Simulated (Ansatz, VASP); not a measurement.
## Ge (Germanium): VASP beside Ansatz

One calculation is typed for both programs; each brings its own data sets. How far apart do they land? The cell is taken from a series of runs on this material, whose earlier steps may have relaxed, scaled, displaced or heated it; both programs get it as it stands.

Method: plane waves, with VASP 6.6.1 beside it; zone-centre phonons at LDA, in Ansatz 0.2.0.

This is not the structure that Ge takes at ambient pressure and room temperature (diamond type); it is a model or a phase of other conditions.

### Step 1. The starting structure

The structure is tetragonal, space group I4_1/amd (No. 141). The conventional cell has a = 4.010 Å, b = 4.010 Å, c = 5.453 Å, α = 90.00°, β = 90.00°, γ = 90.00°. Nearest to Ge lie 4 Ge at 2.42 to 2.43 Å.

As a file:

```cif
data_structure
_symmetry_space_group_name_H-M 'P 1'
_symmetry_Int_Tables_number 1
_cell_length_a 3.9339
_cell_length_b 3.9339
_cell_length_c 4.0105
_cell_angle_alpha 59.354
_cell_angle_beta 59.354
_cell_angle_gamma 61.293
_cell_volume 43.85
loop_
_atom_site_label
_atom_site_type_symbol
_atom_site_fract_x
_atom_site_fract_y
_atom_site_fract_z
_atom_site_occupancy
Ge1 Ge 0.49998 0.49998 0.49996 1
Ge2 Ge 0.75002 0.75002 0.75004 1
```

### Step 2. Ansatz: zone-centre phonons, LDA

Ansatz runs on its PAW soft_1 files.

Second derivatives magnify differences that forces hide, and they need a tight electronic threshold.

File input.yaml:

```yaml
crystal:
  lattice:
    - [0.0, 2.835851656, 2.7264203921]
    - [2.835851656, 0.0, 2.7264203921]
    - [2.835851656, 2.835851656, 0.0]
  atoms:
    - { symbol: Ge, position: [0.4999847408, 0.4999847408, 0.4999608314] }
    - { symbol: Ge, position: [0.7500152592, 0.7500152592, 0.7500391686] }
kpoints:
  mp_grid: { grid: [12, 12, 12], shift: [0.5, 0.5, 0.5] }
hamiltonian:
  xc: lda
  pseudopotentials: { kind: paw, azcp: { folder: soft_1 }, xc_functional: pbe }
scf:
  occupations: { method: gaussian, width: 0.015 }
output:
  eigenvalues: true
phonons:
  method: dfpt
```

On the command line:

```bash
$ ansatz run input.yaml --threads 4 --pin off --max-ram 10240MiB --backend cpu --events-out ev --progress --plain --runs-dir out
```

Numbers of over 12 decimals in the logs are rounded to 6 here.

The program printed:

```text
Engine: ansatz 0.2.0, x86_64-unknown-linux-gnu
Pseudopotentials: kind: paw
Pseudopotential: Ge, paw, valence charge 14, recommended cutoff 420 eV (normal), soft_1/Ge.paw.azcp
Functional definition: SPW92
  exchange = slater_x
  correlation = pw_c
Crystal: 2 atoms, lattice volume = 43.852 Å³
Basis set: ecut = 420 eV, 877 PW (Γ), exchange–correlation on 64×64×64 points (8 copies of the dense FFT grid, shifted against one another)
Bands: 18, of which v1, the nominal top of the filled ones, is band 14 counted from 1 (13 counted from 0)
Symmetry: 4 space group operations
k-points: 864 of 1728 (irreducible under 1 space group operation, time reversal used)
Non-local potential: Ge, projectors of the file, l = 0: 2, l = 1: 2, l = 2: 3, l = 3: 1
PAW form: soft (Blöchl's): semilocal exchange-correlation on the pseudo side does not see the compensation charge
PAW frozen core: Ge, regenerated for the run's functional, and the local potential with it (the file was generated under x = pbe(κ = 0.804, μ = 0.219515), c = pbe(β = 0.066725))
PAW one-centre angular grid: Ge, 590 points (default); XC on 64 Gauss nodes
Initial density: superposition of atomic densities (chi_scale 0.1, normalization cell)
Initial wavefunctions: pseudopotential atomic-orbital guess
Functional: x = slater, c = lda
SCF iter   1: F=—  HF=-8431.583465 eV  |F-HF|=—  |Δ(HF+E_count)|=         —  Δρ=3.60e-2  dr2=5.19e-1  ethr=3.10e-3  ⟨swp⟩=6.0  Hψ=73260  notcnv=0
preconditioner: auto → none  [insulator: Δε(μ)=0.215 eV  Ē_g=23.541 eV  σ=0.015 eV  W_gap=1.00  n_scr=14 (ndim 8)  ℏωp=29.7 eV  f_vac=0.000  D(μ)=0.00/eV (n_scr^D=0)  ε∞_Penn≈2.6]
SCF iter   2: F=—  HF=-8431.458513 eV  |F-HF|=—  |Δ(HF+E_count)|=   1.25e-1  Δρ=1.64e-2  dr2=8.47e-2  ethr=1.85e-3  ⟨swp⟩=2.0  Hψ=25919  notcnv=0
SCF iter   3: F=—  HF=-8431.443330 eV  |F-HF|=—  |Δ(HF+E_count)|=   1.52e-2  Δρ=2.42e-3  dr2=6.61e-4  ethr=3.02e-4  ⟨swp⟩=2.0  Hψ=22502  notcnv=0
SCF iter   4: F=—  HF=-8431.443437 eV  |F-HF|=—  |Δ(HF+E_count)|=   1.07e-4  Δρ=4.64e-4  dr2=8.28e-5  ethr=2.36e-6  ⟨swp⟩=2.0  Hψ=31085  notcnv=0
SCF iter   5: F=—  HF=-8431.443222 eV  |F-HF|=—  |Δ(HF+E_count)|=   2.15e-4  Δρ=5.50e-5  dr2=7.93e-7  ethr=2.96e-7  ⟨swp⟩=2.0  Hψ=30805  notcnv=0
SCF iter   6: F=—  HF=-8431.443218 eV  |F-HF|=—  |Δ(HF+E_count)|=   4.02e-6  Δρ=3.60e-5  dr2=2.85e-7  ethr=2.83e-9  ⟨swp⟩=2.0  Hψ=27648  notcnv=0
SCF iter   7: F=—  HF=-8431.443218 eV  |F-HF|=—  |Δ(HF+E_count)|=   2.57e-7  Δρ=4.32e-6  dr2=3.64e-9  ethr=1.02e-9  ⟨swp⟩=2.0  Hψ=25917  notcnv=0
SCF iter   8: F=-8431.443218 eV  HF=-8431.443218 eV  |F-HF|=5.46e-12  |Δ(HF+E_count)|=   3.68e-9  Δρ=1.21e-7  dr2=4.38e-12  ethr=1.00e-12  ⟨swp⟩=4.3  Hψ=83260  notcnv=0
SCF 1 converged in 8 iterations: F = -8431.443218 eV  dr2 = 4.38e-12
  greatest PAW one-centre occupation: 0.998 electrons in one spin orbital (limit 2), on the Ge atom at site 1 (counted from 0), in its partial waves of l = 2
DFPT response loops at Γ: preconditioner auto → Kerker (q_TF=auto, 2.532 Å⁻¹) (partly filled bands, converged f_vac=0.050); β = 1.00, the filter's whole step (`scf.mixing.beta` (0.50) is not read by the response loops under this deck's `scf.mixing.preconditioner`; to damp them name `kerker` or `kerker_dos`, under which they read `scf.mixing.beta`, and type it under 1.00, their step now; both keys bind the ground state too); Broyden in place of MSR1
SCF converged after 8 iterations
Free energy (F): -8431.443218 eV
Harris-Foulkes:  -8431.443218 eV  (|F-HF|=5.46e-12)
Internal energy: -8431.443218 eV  (E = F + TS)
E sigma→0 (E₀):  -8431.443218 eV
Entropy (-TS):   -0.000000 eV (-0.000 meV/atom)
Fermi energy:    8.750695 eV
--- Per-component energies (eV) ---
  E_band       = -300.872109
  E_kinetic    = 187.510376
  E_local      = -4463.947955  (includes V_loc(G=0)·N_el)
  E_nonlocal   = 442.260639
  E_hartree    = 2128.116483
  E_xc         = -143.364489
  E_vxc        = -131.950209  (∫ρ·V_xc dr)
  E_paw        = -3869.241341  (= ΣΔE_a)
  E_vpaw       = -590.978074  (= ΣTr[D̂ρ^β])
  E_aug_tail   = 0.000038  (compensation charges beyond the density's cutoff)
  E_ewald      = -2716.593622
  E_core_change = 3.816653  (= ΣΔE_core)
  E_smearing   = -0.000000  (= −TS)
  E_closure    = 0.000000  (closes the sum)
  Σ components = -8431.443218   (vs F -8431.443218, Δ=0.00e0)
--- Band table (eV; the first three rows and the last of 864) ---
  k-point 0: bands = [... 10 lower, -4.3780, 7.9255, 8.5101, 8.7116, 9.3350, 11.1408, 11.3333, 11.3601]
  k-point 1: bands = [... 10 lower, -4.2641, 6.7057, 8.2651, 8.4204, 9.8605, 11.4523, 11.5966, 11.8908]
  k-point 2: bands = [... 10 lower, -3.9797, 5.1286, 7.7927, 8.0700, 9.7707, 11.8574, 12.1655, 13.1239]
  k-point 863: bands = [... 10 lower, -2.2252, 0.8847, 6.8202, 7.2940, 9.0434, 12.2429, 12.6068, 15.7796]
--- Phonons (Γ-DFPT): 2 representative perturbations + reference, on 864 of 1728 k-points (Σ response iterations 6) ---
  k mesh reduced under 1 symmetry operation, with k and −k counted as one. Each operation leaves every solved perturbation unchanged. A smaller set is not used because it would not reduce the number of displacements times k-points to solve
  ASR residual: 6.657e-5 → 0.000e0 eV/Å²; symmetrization residual: 3.019e-6 eV/Å²
  ASR residual per site (eV/Å²): 6.66e-5 6.66e-5
  Γ frequencies (cm⁻¹): 0.00 0.00 0.00 295.63 298.07 298.23
  non-analytic LO–TO correction: not included (Born effective charges unavailable; polar crystals: no LO–TO splitting at Γ)
```

The column dr2 measures how far the density is from self-consistency, as an energy; F and HF (Harris–Foulkes) agree once it is small.

[end of part 1 of 3]

[Lines on the potential files, build, host, timing and source positions are cut from VASP's logs without a mark.]

[Logs are printed without paths, hosts, clocks, repeated set-up lines and the standing remarks that a program may print on its own settings, such as how far it seeks lower states.]

[Hosts, paths, dates, database ids (printed as entryN), source tags and the programs' standing remarks are cut or masked in the printed files.]
